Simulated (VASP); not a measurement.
Here is the system:

```
CELL_PARAMETERS angstrom
      2.07856    -3.60017     0.00000
      2.07856     3.60017     0.00000
      0.00000     0.00000     6.92874
ATOMIC_POSITIONS crystal
  Mg 0.00000 0.00000 0.00000
  I  0.33333 0.66667 0.24250
  I  0.66667 0.33333 0.75750
```

Computed with PBE GGA with D3 dispersion (zero damping), VASP's PBE PAW potentials (set 64) (plane waves; VASP). Run with 520 eV cut-off, Gaussian smearing of 0.050 eV, potentials Mg I.

Unless said otherwise, spin-orbit coupling is left out, though it shifts the bands of the heavy elements here.

### Question
Give the energies of bands 3 to 11 at the high-symmetry points, in eV from the valence-band maximum.

### Answer

```csv
band,Γ,M,K,A,L,H
3,-3.47,-3.53,-3.26,-2.67,-3.62,-3.10
4,-0.39,-2.76,-2.32,-1.40,-3.12,-2.69
5,-0.39,-1.81,-2.32,-0.30,-1.15,-2.69
6,-0.03,-1.31,-1.86,-0.30,-1.10,-2.15
7,-0.03,-0.87,-1.18,-0.13,-0.77,-0.53
8,0.00,-0.42,-1.18,-0.13,-0.65,-0.53
9,3.69,3.66,3.91,4.65,3.55,4.77
10,4.82,5.34,7.33,4.89,5.23,5.77
11,6.73,5.53,7.33,6.56,5.70,5.77
```

The gap is indirect, 3.52 eV, from the valence maximum at Γ to the conduction minimum at L-M at 0.33.

The compound is MgI2 in the 1T layered structure. It was relaxed first.
